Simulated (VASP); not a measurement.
Output of a VASP run:

File OUTCAR:
```
 ion  position               nearest neighbor table
   1  0.250  0.250  0.250-   2 2.86   2 2.86   2 2.86   2 2.87   2 2.87   2 2.87
   2  0.750  0.750  0.750-   1 2.86   1 2.86   1 2.86   1 2.87   1 2.87   1 2.87
  LATTYP: Found a trigonal (rhomboedric) cell.
 ALAT       =     4.0732818710
 COS(alpha) =     0.5094644946
 Subroutine PRICEL returns:
 Original cell was already a primitive cell.
 Subroutine GETGRP returns: Found 12 space group operations
The static configuration has the point symmetry D_3d.
The dynamic configuration has the point symmetry D_3d.
 Subroutine INISYM returns: Found 12 space group operations
 Subroutine IBZKPT returns following result:
 Found    146 irreducible k-points:

 Following reciprocal coordinates:
            Coordinates               Weight
  0.000000  0.000000  0.000000      1.000000
  0.090909 -0.000000 -0.000000      6.000000
  0.181818 -0.000000  0.000000      6.000000
  0.272727 -0.000000 -0.000000      6.000000
  0.363636 -0.000000 -0.000000      6.000000
  0.454545  0.000000  0.000000      6.000000
  0.090909  0.090909 -0.000000      6.000000
  0.181818  0.090909 -0.000000     12.000000
  0.272727  0.090909 -0.000000     12.000000
  0.363636  0.090909  0.000000     12.000000
  0.454545  0.090909  0.000000     12.000000
 -0.454545  0.090909  0.000000     12.000000
 -0.363636  0.090909  0.000000     12.000000
 -0.272727  0.090909  0.000000     12.000000
 -0.181818  0.090909  0.000000     12.000000
 -0.090909  0.090909  0.000000      6.000000
  0.181818  0.181818  0.000000      6.000000
  0.272727  0.181818 -0.000000     12.000000
  0.363636  0.181818 -0.000000     12.000000
  0.454545  0.181818  0.000000     12.000000
 -0.454545  0.181818 -0.000000     12.000000
 -0.363636  0.181818  0.000000     12.000000
 -0.272727  0.181818  0.000000     12.000000
 -0.181818  0.181818  0.000000      6.000000
  0.272727  0.272727 -0.000000      6.000000
  0.363636  0.272727 -0.000000     12.000000
  0.454545  0.272727  0.000000     12.000000
 -0.454545  0.272727 -0.000000     12.000000
 -0.363636  0.272727  0.000000     12.000000
 -0.272727  0.272727  0.000000      6.000000
  0.363636  0.363636 -0.000000      6.000000
  0.454545  0.363636  0.000000     12.000000
 -0.454545  0.363636 -0.000000     12.000000
 -0.363636  0.363636  0.000000      6.000000
  0.454545  0.454545  0.000000      6.000000
 -0.454545  0.454545  0.000000      6.000000
  0.090909  0.090909  0.090909      2.000000
  0.181818  0.090909  0.090909      6.000000
  0.272727  0.090909  0.090909      6.000000
  0.363636  0.090909  0.090909      6.000000
   k-points           NKPTS =    146   k-points in BZ     NKDIM =    146   number of bands    NBANDS=      9
   number of dos      NEDOS =    301   number of ions     NIONS =      2
   total plane-waves  NPLWV =  27000
   dimension x,y,z NGX =    30 NGY =   30 NGZ =   30
   dimension x,y,z NGXF=    60 NGYF=   60 NGZF=   60
   ions per type =               2
   PREC   = accura    normal or accurate (medium, high low for compatibility)
   ISTART =      0    job   : 0-new  1-cont  2-samecut
   ICHARG =      2    charge: 1-file 2-atom 10-const
   ISPIN  =      1    spin polarized calculation?
   LNONCOLLINEAR =      F non collinear calculations
   LSORBIT =      F    spin-orbit coupling
   INIWAV =      1    electr: 0-lowe 1-rand  2-diag
   ENCUT  =  500.0 eV  36.75 Ry    6.06 a.u.   7.43  7.43  7.43*2*pi/ulx,y,z
   NELM   =    100;   NELMIN=  2; NELMDL= -5     # of ELM steps
   EDIFF  = 0.1E-05   stopping-criterion for ELM
   LREAL  =      F    real-space projection
   NLSPLINE    = F    spline interpolate recip. space projectors
   LMAXMIX     =    4 max onsite mixed and CHGCAR
   VOSKOWN=      0    Vosko Wilk Nusair interpolation
   EDIFFG = -.2E-01   stopping-criterion for IOM
   NSW    =     40    number of steps for IOM
   NBLOCK =      1;   KBLOCK =     40    inner block; outer block
...
```

OSZICAR:
```
       N       E                     dE             d eps       ncg     rms          rms(c)
DAV:   1     0.393221231243E+02    0.39322E+02   -0.37856E+03  2628   0.872E+02
DAV:   2    -0.701293318480E+01   -0.46335E+02   -0.45300E+02  3617   0.132E+02
DAV:   3    -0.855099634503E+01   -0.15381E+01   -0.15094E+01  3235   0.286E+01
DAV:   4    -0.856329189375E+01   -0.12296E-01   -0.12287E-01  3483   0.284E+00
DAV:   5    -0.856337112076E+01   -0.79227E-04   -0.79224E-04  3241   0.215E-01    0.408E+00
DAV:   6    -0.854620680653E+01    0.17164E-01   -0.30270E-03  2953   0.368E-01    0.252E+00
DAV:   7    -0.853698703807E+01    0.92198E-02   -0.61913E-03  2774   0.549E-01    0.438E-02
DAV:   8    -0.853693308947E+01    0.53949E-04   -0.18044E-04  3049   0.100E-01    0.142E-02
DAV:   9    -0.853693262089E+01    0.46858E-06   -0.10444E-05  3352   0.236E-02    0.722E-03
DAV:  10    -0.853693244727E+01    0.17363E-06   -0.87312E-07  1793   0.716E-03
   1 F= -.26568597E+01 E0= -.26569022E+01  d E =-.265686E+01
```

OUTCAR:
```
------------------------ aborting loop because EDIFF is reached ----------------------------------------
  FORCE on cell =-STRESS in cart. coord.  units (eV):
  Direction    XX          YY          ZZ          XY          YZ          ZX
  --------------------------------------------------------------------------------------
  Total        5.8974223      5.8445059      5.8503384      0.0000000      0.0000000      0.0174969
  in kB      200.5901137    198.7902578    198.9886383      0.0000000      0.0000000      0.5951237
  external PRESSURE =      -0.5436634 kB  Pullay stress =     200.0000000 kB
  volume of cell :       47.10
      direct lattice vectors                 reciprocal lattice vectors
     3.538252512 -2.017266687 -0.055040692     0.139687386 -0.247860138 -0.104481924
     3.538252512  2.017266687 -0.055040692     0.139687386  0.247860138 -0.104481924
     2.439726440  0.000000000  3.261798743     0.004714264  0.000000000  0.303053181
 POSITION                                       TOTAL-FORCE (eV/Angst)
 -----------------------------------------------------------------------------------
      2.38106      0.00000      0.78859        -0.012174      0.000000     -0.004032
      7.13517      0.00000      2.36313         0.012174      0.000000      0.004032
 -----------------------------------------------------------------------------------
    total drift:                               -0.000000      0.000000     -0.000000
  FREE ENERGIE OF THE ION-ELECTRON SYSTEM (eV)
  ---------------------------------------------------
  free  energy   TOTEN  =        -8.5369324473 eV

  energy  without entropy=       -8.5370601739  energy(sigma->0) =       -8.53697502
  enthalpy is  TOTEN    =        -2.6568596599 eV   P V=        5.8800727874

 reached required accuracy - stopping structural energy minimisation
```
(Selected blocks of OUTCAR.)

POSCAR:
```
Sb
1
    3.5382525118    -2.0172666868    -0.0550406919
    3.5382525118     2.0172666868    -0.0550406919
    2.4397264403    -0.0000000000     3.2617987430
Sb
2
Direct
  0.2502103495   0.2502103495   0.2502103491
  0.7497896505   0.7497896505   0.7497896509
```

### Question
Write an INCAR and KPOINTS that could have produced this output.

### Answer
One answer among several that fit: the input of the run itself, PBEsol GGA, plane waves, VASP's PBE PAW potentials (set 64).

KPOINTS:
```
Automatic mesh
0
Gamma
11 11 11
0 0 0
```

**INCAR**
```
SYSTEM = Sb
PREC = Accurate
ENCUT = 500
EDIFF = 1E-6
NELM = 100
ALGO = Normal
LREAL = .FALSE.
LASPH = .TRUE.
ISMEAR = 1
SIGMA = 0.1
GGA = PS
LMAXMIX = 4
LWAVE = .FALSE.
LCHARG = .FALSE.
IBRION = 2
ISIF = 3
NSW = 40
EDIFFG = -0.02
PSTRESS = 200
```

POTCAR, in this order: Sb (PBE.64 set). Program: vasp_std.

The compound is Sb in the a7 structure. It was relaxed first under an external pressure of 20 GPa.
